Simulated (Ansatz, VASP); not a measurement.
# Ag16F (Ag(100)): VASP beside Ansatz, part 2 of 2

Wanted: the spread between two codes on one cell, functional and k mesh.  The structure shown is the end of the VASP relaxation below.

VASP 6.6.1 and Ansatz 0.2.0.

So far: The structure; VASP: relaxation, PBE.

## (3) Ansatz: single point, PBE

Level of this step: Ansatz beside VASP: Kohn-Sham DFT, plane waves, PBE (Ansatz).

Ansatz runs on its default PAW (the set named soft_2) files.

The same cell, functional, mesh and smearing now go to Ansatz, which takes its cutoff from its data sets.

File input.yaml:

```yaml
crystal:
  lattice:
    - [5.86246235, 0.0, 0.0]
    - [0.0, 5.86246235, 0.0]
    - [0.0, 0.0, 21.21808033]
  atoms:
    - { symbol: Ag, position: [0.25, 0.25, 0.35347213] }
    - { symbol: Ag, position: [0.75, 0.25, 0.35347213] }
    - { symbol: Ag, position: [0.25, 0.75, 0.35347213] }
    - { symbol: Ag, position: [0.75, 0.75, 0.35347213] }
    - { symbol: Ag, position: [0.0, 0.0, 0.45115738] }
    - { symbol: Ag, position: [0.5, 0.0, 0.45115738] }
    - { symbol: Ag, position: [0.0, 0.5, 0.45115738] }
    - { symbol: Ag, position: [0.5, 0.5, 0.45115738] }
    - { symbol: Ag, position: [0.25, 0.2488722, 0.54782371] }
    - { symbol: Ag, position: [0.75, 0.24587339, 0.54876047] }
    - { symbol: Ag, position: [0.25, 0.7511278, 0.54782371] }
    - { symbol: Ag, position: [0.75, 0.75412661, 0.54876047] }
    - { symbol: Ag, position: [0.98722576, 0.0, 0.64620302] }
    - { symbol: Ag, position: [0.51277424, 0.0, 0.64620302] }
    - { symbol: Ag, position: [0.99898336, 0.5, 0.64159036] }
    - { symbol: Ag, position: [0.50101664, 0.5, 0.64159036] }
    - { symbol: F, position: [0.25, 0.0, 0.71995092] }
hamiltonian:
  xc: pbe
  pseudopotentials: { kind: paw }
kpoints:
  mp_grid: { grid: [4, 4, 1] }
scf:
  occupations: { method: methfessel_paxton, width: 0.15 }
  n_extra_bands: 8
efield:
  axis: 3
  dipole_correction: true
  ramp_width: 0.04
output:
  forces: true
  eigenvalues: true
```

Command:

```bash
ansatz run input.yaml --threads 8 --pin off --max-ram 18432MiB --backend cpu --events-out ev --progress --plain --runs-dir out
```

Numbers of over 12 decimals in the logs are rounded to 6 here.

The program printed:

```text
scf.n_extra_bands = 8 over 156 filled bands (N_el = 311.0): the run solves 164 bands
Engine: ansatz 0.2.0, aarch64-unknown-linux-gnu
Pseudopotentials: kind: paw
Pseudopotential: Ag, paw, valence charge 19, recommended cutoff 420 eV (normal), Ag.paw.azcp
Pseudopotential: F, paw, valence charge 7, recommended cutoff 420 eV (normal), F.paw.azcp
Functional definition: PBE
  parameter kappa = 0.804
  parameter beta = 0.066725
  exchange = pbe_x(kappa = kappa, mu = beta*pi^2/3)
  correlation = pbe_c(beta = beta)
Crystal: 17 atoms, lattice volume = 729.233 Å³
Basis set: ecut = 420 eV, 14187 PW (Γ), exchange–correlation on 80×80×288 points (8 copies of the dense FFT grid, shifted against one another)
Bands: 164, of which v1, the nominal top of the filled ones, is band 156 counted from 1 (155 counted from 0)
Symmetry: 4 space group operations
Space group: Pmm2 (ITA 25), of the structure as read, at distance tolerance 9.0e-5 Å
k-points: 9 of 16
Non-local potential: Ag, projectors of the file, l = 0: 3, l = 1: 2, l = 2: 2, l = 3: 1
Non-local potential: F, projectors of the file, l = 0: 2, l = 1: 2, l = 2: 1
PAW form: soft (Blöchl's): semilocal exchange-correlation on the pseudo side does not see the compensation charge
PAW one-centre angular grid: Ag, 590 points (default); XC on 64 Gauss nodes
PAW one-centre angular grid: F, 110 points (default); XC on 64 Gauss nodes
Initial density: superposition of atomic densities (neutral atoms: chi_scale 0, normalization atom), corrected by the library's trained network
Initial wavefunctions: pseudopotential atomic-orbital guess
Functional: x = pbe(κ = 0.804, μ = 0.219515), c = pbe(β = 0.066725)
SCF iter   1: F=—  HF=-122253.267834 eV  |F-HF|=—  |Δ(HF+E_count)|=         —  Δρ=1.67e-3  dr2=6.08e-2  ethr=1.77e-3  p=-0.292 e·Å  D=-7.25e-2 V/Å  ΔV_dip=1.54 eV  dr2_dipole=1.59e-2  V_vac-E_F(+/−)=5.72/4.19 eV  ⟨swp⟩=5.8  Hψ=5632  notcnv=0
efield: sawtooth ramp at fractional position 0.0167 (placed from the atoms, in the widest stretch of the axis that holds none; the zero of the levels goes with the place), width 0.0400; the density the first Hamiltonian is built on has a dipole p = -0.292 e·Å; the dipole correction subtracts the counter field D = -7.25e-2 V/Å, which shifts the + side's vacuum level by +1.54 eV against the − side's; the planar-averaged density in the ramp window peaks in size at 1.7e-5 e/Å³
preconditioner: auto → LDOS  [metal: Δε(μ)=0.013 eV  Ē_g=5.947 eV  σ=0.150 eV  W_gap=0.07  n_scr=154 (ndim 8)  ℏωp=18.6 eV  f_vac=0.553  D(μ)=5.67/eV (n_scr^D=20)  β→1.0]
SCF iter   2: F=—  HF=-122253.313097 eV  |F-HF|=—  |Δ(HF+E_count)|=   4.53e-2  S|Δr|=    0.00e0  Δρ=3.69e-3  dr2=2.15e-1  ethr=1.96e-5  p=-0.235 e·Å  D=-5.84e-2 V/Å  ΔV_dip=1.24 eV  dr2_dipole=7.33e-2  V_vac-E_F(+/−)=5.46/4.22 eV  ⟨swp⟩=2.9  Hψ=3689  notcnv=0
SCF iter   3: F=—  HF=-122253.284536 eV  |F-HF|=—  |Δ(HF+E_count)|=   2.86e-2  S|Δr|=    0.00e0  Δρ=1.86e-3  dr2=2.91e-2  ethr=1.96e-5  p=-0.302 e·Å  D=-7.49e-2 V/Å  ΔV_dip=1.59 eV  dr2_dipole=7.09e-3  V_vac-E_F(+/−)=5.76/4.18 eV  ⟨swp⟩=3.0  Hψ=2582  notcnv=0
SCF iter   4: F=—  HF=-122253.279902 eV  |F-HF|=—  |Δ(HF+E_count)|=   4.63e-3  S|Δr|=    0.00e0  Δρ=2.76e-4  dr2=9.06e-4  ethr=9.36e-6  p=-0.288 e·Å  D=-7.14e-2 V/Å  ΔV_dip=1.51 eV  dr2_dipole=6.01e-5  V_vac-E_F(+/−)=5.71/4.20 eV  ⟨swp⟩=2.0  Hψ=2683  notcnv=0
SCF iter   5: F=—  HF=-122253.279731 eV  |F-HF|=—  |Δ(HF+E_count)|=   1.71e-4  S|Δr|=    0.00e0  Δρ=7.71e-5  dr2=4.94e-5  ethr=2.91e-7  p=-0.285 e·Å  D=-7.08e-2 V/Å  ΔV_dip=1.50 eV  dr2_dipole=7.56e-7  V_vac-E_F(+/−)=5.69/4.19 eV  ⟨swp⟩=2.8  Hψ=2501  notcnv=0
SCF iter   6: F=—  HF=-122253.279478 eV  |F-HF|=—  |Δ(HF+E_count)|=   2.53e-4  S|Δr|=    0.00e0  Δρ=3.78e-5  dr2=1.22e-5  ethr=1.59e-8  p=-0.286 e·Å  D=-7.10e-2 V/Å  ΔV_dip=1.51 eV  dr2_dipole=3.40e-7  V_vac-E_F(+/−)=5.70/4.19 eV  ⟨swp⟩=2.7  Hψ=2729  notcnv=0
SCF iter   7: F=—  HF=-122253.279479 eV  |F-HF|=—  |Δ(HF+E_count)|=   5.09e-7  S|Δr|=    0.00e0  Δρ=1.16e-5  dr2=1.75e-6  ethr=3.93e-9  p=-0.286 e·Å  D=-7.09e-2 V/Å  ΔV_dip=1.50 eV  dr2_dipole=5.66e-9  V_vac-E_F(+/−)=5.70/4.19 eV  ⟨swp⟩=2.1  Hψ=2286  notcnv=0
SCF iter   8: F=—  HF=-122253.279479 eV  |F-HF|=—  |Δ(HF+E_count)|=   4.73e-7  S|Δr|=    0.00e0  Δρ=5.67e-6  dr2=5.22e-7  ethr=5.61e-10  p=-0.286 e·Å  D=-7.09e-2 V/Å  ΔV_dip=1.51 eV  dr2_dipole=1.03e-7  V_vac-E_F(+/−)=5.70/4.19 eV  ⟨swp⟩=2.3  Hψ=2298  notcnv=0
SCF iter   9: F=-122253.279480 eV  HF=-122253.279480 eV  |F-HF|=2.47e-10  |Δ(HF+E_count)|=   1.55e-7  S|Δr|=    0.00e0  Δρ=2.04e-6  dr2=5.94e-8  ethr=3.22e-11  p=-0.286 e·Å  D=-7.09e-2 V/Å  ΔV_dip=1.50 eV  dr2_dipole=8.98e-9  V_vac-E_F(+/−)=5.70/4.19 eV  ⟨swp⟩=7.8  Hψ=6693  notcnv=0
SCF 1 converged in 9 iterations: F = -122253.279480 eV  dr2 = 5.94e-8
  greatest PAW one-centre occupation: 1.000 electrons in one spin orbital (limit 2), on the Ag atom at site 11 (counted from 0), in its partial waves of l = 0
SCF converged after 9 iterations
Stability not checked: this state was not tested for a lower state beside it, because cold or Methfessel-Paxton smearing, or corrected tetrahedra, fill the levels in a way that the test cannot read (fill_not_monotonic; see scf.lower_state_search)
Free energy (F): -122253.279480 eV
Harris-Foulkes:  -122253.279480 eV  (|F-HF|=2.47e-10)
Internal energy: -122253.274818 eV  (E = F + TS)
E sigma→0 (E₀):  -122253.278314 eV
Entropy (-TS):   -0.004662 eV (-0.274 meV/atom)
Fermi energy:    3.484049 eV
Dipole field:    D = -0.070979 V/Å  (p = -0.286045 e·Å, saw-weighted, corrected)
Work function:   Φ+ = 5.6979 eV   Φ− = 4.1919 eV
Levels:          The Fermi level and band energies are counted from a zero that moves with the ramp; work functions are not
--- Per-component energies (eV) ---
  E_band       = -7901.970791
  E_kinetic    = 8637.907493
  E_local      = -371261.642813  (includes V_loc(G=0)·N_el)
  E_nonlocal   = 1361.083546
  E_hartree    = 181942.857681
  E_xc         = -3028.088510
  E_vxc        = -3846.902516  (∫ρ·V_xc dr)
  E_paw        = -62639.949934  (= ΣΔE_a)
  E_vpaw       = -6662.874672  (= ΣTr[D̂ρ^β])
  E_aug_tail   = 0.007179  (compensation charges beyond the density's cutoff)
  E_efield     = 0.010152  (sawtooth field / dipole correction)
  E_vefield    = -15.219946  (∫n·V_field dr)
  E_ewald      = 122734.540388
  E_smearing   = -0.004662  (= −TS)
  E_closure    = 0.000000  (closes the sum)
  Σ components = -122253.279480   (vs F -122253.279480, Δ=0.00e0)
--- Forces (eV/Å), atoms counted from 1 ---
  atom   1  Ag     0.00000000     0.01935873     0.11519840
  atom   2  Ag     0.00000000     0.04858946     0.14455297
  atom   3  Ag     0.00000000    -0.01935873     0.11519840
  atom   4  Ag     0.00000000    -0.04858946     0.14455297
  atom   5  Ag     0.02259684     0.00000000    -0.17455844
  atom   6  Ag    -0.02259684     0.00000000    -0.17455844
  atom   7  Ag    -0.11648154     0.00000000    -0.15940674
  atom   8  Ag     0.11648154     0.00000000    -0.15940674
  atom   9  Ag     0.00000000    -0.00608924     0.02196604
  atom  10  Ag     0.00000000     0.00516823     0.01920666
  atom  11  Ag     0.00000000     0.00608924     0.02196604
  atom  12  Ag     0.00000000    -0.00516823     0.01920666
  atom  13  Ag     0.01218310     0.00000000     0.01075718
  atom  14  Ag    -0.01218310     0.00000000     0.01075718
  atom  15  Ag    -0.01477403     0.00000000     0.03066922
  atom  16  Ag     0.01477403     0.00000000     0.03066922
  atom  17  F      0.00000000     0.00000000    -0.01683469
  max |Σ_I F_I| component: 6.41e-5 eV/Å
--- Band table (eV; the first three rows and the last of 9) ---
  k-point 0: bands = [... 152 lower, 3.0919, 3.1217, 3.1323, 3.6226, 3.7100, 3.7122, 4.0979, 4.2654, ... 4 higher]
  k-point 1: bands = [... 152 lower, 1.8979, 3.4586, 3.4777, 3.8525, 4.0766, 4.2584, 4.7126, 5.2722, ... 4 higher]
  k-point 2: bands = [... 152 lower, 2.6105, 2.7868, 4.2203, 4.2529, 4.2690, 4.3164, 5.0368, 5.1935, ... 4 higher]
  k-point 8: bands = [... 152 lower, 1.9057, 2.0135, 2.0255, 2.6125, 3.8332, 3.9282, 4.0658, 4.5048, ... 4 higher]
```

The job ended after 28 s (8 threads of Arm Neoverse N1, shared host; peak memory 3.9 GiB; 3.3 min of CPU time).

In the SCF lines HF is the Harris–Foulkes energy and dr2 the Hartree energy of the density residual, in eV; the loop may stop once dr2 is under the threshold and the program's other checks hold. Hψ counts applications of the Hamiltonian.

## (4) Side by side

Known differences besides the PAW data sets themselves: the data sets hold 311 valence electrons in Ansatz (default PAW (the set named soft_2) files) and 183 in VASP; the cutoff is 420 eV in Ansatz and 440 eV in VASP (PREC = Normal, projectors in real space). Total energies have different zeros and are not compared.

Forces on 10 of the 17 atoms, picked by the larger force of the two programs (eV/Å; atoms numbered as in POSCAR):

```
atom         Ansatz x, y, z           VASP x, y, z
 Ag1    0.000, 0.019, 0.115    0.000, 0.019, 0.129
 Ag2    0.000, 0.049, 0.145    0.000, 0.049, 0.158
 Ag3   0.000, -0.019, 0.115   0.000, -0.019, 0.129
 Ag4   0.000, -0.049, 0.145   0.000, -0.049, 0.158
 Ag5   0.023, 0.000, -0.175   0.022, 0.000, -0.168
 Ag6  -0.023, 0.000, -0.175  -0.022, 0.000, -0.168
 Ag7  -0.116, 0.000, -0.159  -0.116, 0.000, -0.154
 Ag8   0.116, 0.000, -0.159   0.116, 0.000, -0.154
Ag15   -0.015, 0.000, 0.031   -0.010, 0.000, 0.008
Ag16    0.015, 0.000, 0.031    0.010, 0.000, 0.008
```

The forces differ by 10 meV/Å r.m.s., which is 15.3 % of the r.m.s. force of 0.07 eV/Å (both taken over all components, held atoms included).

## (5) Results

| Quantity | Value |
| --- | --- |
| r.m.s. force difference (single point, PBE) | 10 meV/Å |

The r.m.s. force difference is 10 meV/Å (single point, PBE), within the 12 meV/Å picked in this series as the mark of a large difference. How closely two codes agree says nothing of how well the functional describes the real material.

[Lines on the potential files, build, host, timing and source positions are cut from VASP's logs without a mark.]

[Logs are printed without paths, hosts, clocks, repeated set-up lines and the standing remarks that a program may print on its own settings, such as how far it seeks lower states.]

[Hosts, paths, dates, database ids (printed as entryN), source tags and the programs' standing remarks are cut or masked in the printed files.]
